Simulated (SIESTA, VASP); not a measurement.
VASP ran on this input.

### POSCAR
```
Ni3Sn4
1.0
  5.9829740000  -1.9867390000   0.0000000000
  5.9829740000   1.9867390000   0.0000000000
 -1.3205360000   0.0000000000   4.9178010000
Ni Sn
3 4
Cart
  0.0000000000   0.0000000000   0.0000000000
  8.5069629155  -0.0000000000   3.2632560316
  2.1384490845  -0.0000000000   1.6545449684
  6.4382196487  -0.0000000000   1.5420748596
  4.2071923513  -0.0000000000   3.3757261404
  9.6588477624   0.0000000000   0.9217926194
  0.9865642376  -0.0000000000   3.9960083806
```

**INCAR**
```
SYSTEM = Ni3Sn4
PREC = Accurate; ENCUT = 300; LREAL = .FALSE.
LASPH = .TRUE.
EDIFF = 1E-6; NELM = 100; ALGO = Normal
LMAXMIX = 4
ISMEAR = -1; SIGMA = 0.1
GGA = PS
ISIF = 2
LWAVE = .FALSE.; LCHARG = .FALSE.
```

**KPOINTS**
```
Automatic
0
Gamma
  4 4 3
```

POTCAR, in this order: Ni Sn_d (PBE.64 set). Program: vasp_std.

**Question.** Translate it to SIESTA.

**Answer.** One input that does it (GGA PBEsol, numerical atomic orbitals DZP, PseudoDojo PBEsol standard norm-conserving potentials (rewritten from UPF to PSML)):
```
# files in the folder: Ni.psml Sn.psml (PseudoDojo PBEsol standard)
SystemName  Ni3Sn4
SystemLabel siesta

NumberOfAtoms                7
NumberOfSpecies              2
%block ChemicalSpeciesLabel
  1 28 Ni
  2 50 Sn
%endblock ChemicalSpeciesLabel
LatticeConstant              1.0 Ang
%block LatticeVectors
     5.982974000   -1.986739000    0.000000000
     5.982974000    1.986739000    0.000000000
    -1.320536000    0.000000000    4.917801000
%endblock LatticeVectors
AtomicCoordinatesFormat      Bohr
%block AtomicCoordinatesAndAtomicSpecies
     0.000000000    0.000000000    0.000000000  1
    16.075830063   -0.000000000    6.166660174  1
     4.041083101   -0.000000000    3.126636851  1
    12.166471866   -0.000000000    2.914099148  2
     7.950441298   -0.000000000    6.379197877  2
    18.252576950    0.000000000    1.741935594  2
     1.864336213   -0.000000000    7.551361431  2
%endblock AtomicCoordinatesAndAtomicSpecies

XC.functional                GGA
XC.authors                   PBEsol
PAO.BasisSize                DZP
PAO.EnergyShift              0.005 Ry
MeshCutoff                   400 Ry
%block kgrid.MonkhorstPack
    4   0   0  0.0
    0   4   0  0.0
    0   0   3  0.0
%endblock kgrid.MonkhorstPack
OccupationFunction           FD
ElectronicTemperature        0.1 eV

MaxSCFIterations             150
SCF.Mixer.Method             Pulay
SCF.Mixer.Weight             0.2
SCF.Mixer.History            8
SCF.DM.Tolerance             1.0E-05
Diag.ParallelOverK           true
WriteForces                  true
Charge.Mulliken              end
```
Both are inputs of real runs that ended normally. What can't carry over is the choice of potentials or basis and its cut-off, and each code's defaults.

The structure comes from a computed database's Ni3Sn4 entry; how it stands against other phases isn't given here. The cell was not relaxed at this level, and its volume differs by -5.9 % from the start's.
